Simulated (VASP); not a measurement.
OSZICAR of a VASP run on Mo16H:

OSZICAR:
```
       N       E                     dE             d eps       ncg     rms          rms(c)
DAV:   1     0.445188810130E+03    0.44519E+03   -0.32988E+04  1856   0.110E+03
DAV:   2    -0.118190945772E+03   -0.56338E+03   -0.54063E+03  2440   0.252E+02
DAV:   3    -0.178400097420E+03   -0.60209E+02   -0.58246E+02  2812   0.734E+01
DAV:   4    -0.182325501071E+03   -0.39254E+01   -0.38445E+01  2944   0.181E+01
DAV:   5    -0.182622416926E+03   -0.29692E+00   -0.28962E+00  3054   0.402E+00    0.514E+01
DAV:   6    -0.175736955363E+03    0.68855E+01   -0.71976E+01  2944   0.239E+01    0.241E+01
DAV:   7    -0.208183444959E+03   -0.32446E+02   -0.35341E+02  3240   0.602E+01    0.305E+01
DAV:   8    -0.225677519431E+03   -0.17494E+02   -0.70861E+02  3574   0.642E+01    0.350E+01
DAV:   9    -0.160607876849E+03    0.65070E+02   -0.28955E+02  3408   0.468E+01    0.827E+00
DAV:  10    -0.168421316087E+03   -0.78134E+01   -0.98115E+01  3080   0.208E+01    0.444E+00
DAV:  11    -0.169264023081E+03   -0.84271E+00   -0.12556E+01  2904   0.890E+00    0.397E+00
DAV:  12    -0.169338038694E+03   -0.74016E-01   -0.18382E+00  3192   0.330E+00    0.349E+00
DAV:  13    -0.169353909626E+03   -0.15871E-01   -0.39474E-01  2920   0.139E+00    0.320E+00
DAV:  14    -0.169514867029E+03   -0.16096E+00   -0.75364E-01  3192   0.279E+00    0.276E+00
DAV:  15    -0.169671735853E+03   -0.15687E+00   -0.68967E-01  2944   0.252E+00    0.312E+00
DAV:  16    -0.169538452207E+03    0.13328E+00   -0.15315E-01  3032   0.138E+00    0.269E+00
DAV:  17    -0.169412051248E+03    0.12640E+00   -0.89885E-02  3152   0.996E-01    0.204E+00
DAV:  18    -0.169315136609E+03    0.96915E-01   -0.96922E-02  3088   0.104E+00    0.136E+00
DAV:  19    -0.169281533513E+03    0.33603E-01   -0.35422E-02  2952   0.647E-01    0.100E+00
DAV:  20    -0.169266637690E+03    0.14896E-01   -0.12539E-02  2992   0.353E-01    0.814E-01
DAV:  21    -0.169242285047E+03    0.24353E-01   -0.42326E-02  3288   0.713E-01    0.383E-01
DAV:  22    -0.169237250574E+03    0.50345E-02   -0.20754E-02  2864   0.496E-01    0.111E-01
DAV:  23    -0.169237524600E+03   -0.27403E-03   -0.11346E-02  3120   0.349E-01    0.127E-01
DAV:  24    -0.169237776566E+03   -0.25197E-03   -0.23902E-03  2400   0.153E-01    0.129E-01
DAV:  25    -0.169238096844E+03   -0.32028E-03   -0.79523E-04  3136   0.600E-02    0.151E-01
DAV:  26    -0.169237516731E+03    0.58011E-03   -0.61626E-04  2992   0.988E-02    0.102E-01
DAV:  27    -0.169237596272E+03   -0.79542E-04   -0.15173E-04  2288   0.372E-02    0.971E-02
DAV:  28    -0.169237345221E+03    0.25105E-03   -0.88828E-04  3400   0.121E-01    0.273E-02
DAV:  29    -0.169237414547E+03   -0.69326E-04   -0.17446E-04  2576   0.462E-02    0.956E-03
DAV:  30    -0.169237448015E+03   -0.33468E-04   -0.29463E-05  1672   0.192E-02    0.100E-02
DAV:  31    -0.169237503148E+03   -0.55133E-04   -0.14905E-05  1488   0.130E-02    0.104E-02
DAV:  32    -0.169237539870E+03   -0.36723E-04   -0.56393E-06  1392   0.870E-03    0.860E-03
DAV:  33    -0.169237580563E+03   -0.40693E-04   -0.48878E-06  1360   0.968E-03    0.481E-03
DAV:  34    -0.169237588133E+03   -0.75699E-05   -0.17521E-06  1264   0.556E-03
   1 F= -.16923759E+03 E0= -.16923865E+03  d E =-.169238E+03
       N       E                     dE             d eps       ncg     rms          rms(c)
DAV:   1    -0.169239732574E+03   -0.21520E-02   -0.26311E-01  1880   0.187E+00    0.110E-01
DAV:   2    -0.169240285036E+03   -0.55246E-03   -0.53478E-03  2960   0.259E-01    0.107E-01
DAV:   3    -0.169240255712E+03    0.29324E-04   -0.45240E-03  3228   0.276E-01    0.102E-01
DAV:   4    -0.169240008608E+03    0.24710E-03   -0.23406E-03  3200   0.179E-01    0.581E-02
DAV:   5    -0.169239918834E+03    0.89774E-04   -0.86507E-04  2912   0.958E-02    0.194E-02
DAV:   6    -0.169239919963E+03   -0.11294E-05   -0.77778E-05  2368   0.342E-02
   2 F= -.16923992E+03 E0= -.16924095E+03  d E =-.233183E-02
       N       E                     dE             d eps       ncg     rms          rms(c)
DAV:   1    -0.169240825570E+03   -0.90674E-03   -0.54423E-01  1860   0.268E+00    0.159E-01
DAV:   2    -0.169241856670E+03   -0.10311E-02   -0.10405E-02  2960   0.356E-01    0.146E-01
DAV:   3    -0.169242019946E+03   -0.16328E-03   -0.91125E-03  3272   0.391E-01    0.150E-01
DAV:   4    -0.169241422862E+03    0.59708E-03   -0.51874E-03  3224   0.269E-01    0.840E-02
DAV:   5    -0.169241222900E+03    0.19996E-03   -0.19347E-03  2912   0.142E-01    0.283E-02
DAV:   6    -0.169241225402E+03   -0.25021E-05   -0.17066E-04  2560   0.498E-02    0.191E-02
DAV:   7    -0.169241220841E+03    0.45610E-05   -0.28030E-05  1592   0.237E-02
   3 F= -.16924122E+03 E0= -.16924219E+03  d E =-.363271E-02
       N       E                     dE             d eps       ncg     rms          rms(c)
DAV:   1    -0.169242832100E+03   -0.16067E-02   -0.21227E-01  1864   0.168E+00    0.974E-02
DAV:   2    -0.169243365232E+03   -0.53313E-03   -0.41725E-03  3032   0.229E-01    0.967E-02
DAV:   3    -0.169243234373E+03    0.13086E-03   -0.38237E-03  3256   0.254E-01    0.821E-02
DAV:   4    -0.169243057465E+03    0.17691E-03   -0.13533E-03  3288   0.145E-01    0.531E-02
DAV:   5    -0.169243005723E+03    0.51741E-04   -0.59135E-04  2896   0.695E-02    0.191E-02
DAV:   6    -0.169243004061E+03    0.16626E-05   -0.57124E-05  2160   0.250E-02
   4 F= -.16924300E+03 E0= -.16924397E+03  d E =-.178322E-02
       N       E                     dE             d eps       ncg     rms          rms(c)
DAV:   1    -0.169243510601E+03   -0.50488E-03   -0.30275E-01  1860   0.200E+00    0.117E-01
DAV:   2    -0.169244141003E+03   -0.63040E-03   -0.54182E-03  2968   0.252E-01    0.104E-01
DAV:   3    -0.169244202974E+03   -0.61972E-04   -0.53681E-03  3328   0.297E-01    0.106E-01
DAV:   4    -0.169243817873E+03    0.38510E-03   -0.20813E-03  3352   0.186E-01    0.565E-02
DAV:   5    -0.169243767687E+03    0.50186E-04   -0.74192E-04  2904   0.767E-02    0.252E-02
DAV:   6    -0.169243763824E+03    0.38627E-05   -0.76914E-05  2360   0.277E-02
   5 F= -.16924376E+03 E0= -.16924471E+03  d E =-.254298E-02
       N       E                     dE             d eps       ncg     rms          rms(c)
DAV:   1    -0.169244122125E+03   -0.35444E-03   -0.12486E-01  1860   0.129E+00    0.676E-02
DAV:   2    -0.169244265717E+03   -0.14359E-03   -0.18659E-03  2928   0.131E-01    0.468E-02
DAV:   3    -0.169244625580E+03   -0.35986E-03   -0.22107E-03  3480   0.179E-01    0.879E-02
DAV:   4    -0.169244253970E+03    0.37161E-03   -0.17482E-03  3464   0.170E-01    0.356E-02
DAV:   5    -0.169244229704E+03    0.24266E-04   -0.31881E-04  2840   0.556E-02    0.130E-02
DAV:   6    -0.169244229664E+03    0.40285E-07   -0.31351E-05  1624   0.218E-02
   6 F= -.16924423E+03 E0= -.16924514E+03  d E =-.465839E-03
```

### Question
Which electronic solver shows in the log?

### Answer
It is blocked Davidson (ALGO = Normal, or the opening steps of other solvers). The INCAR had ALGO = Normal.

### Question
Can the final energy be trusted as converged?

### Answer
Self-consistency was reached. It stopped with EDIFF = 1E-5, NELM = 100, NSW = 120 and EDIFFG = -0.03 after 6 ionic steps (PBE GGA, plane waves, VASP's PBE PAW potentials (set 64)).

The cell is a thin slab with vacuum, built from Mo (bcc): (110) face, H adsorbed.
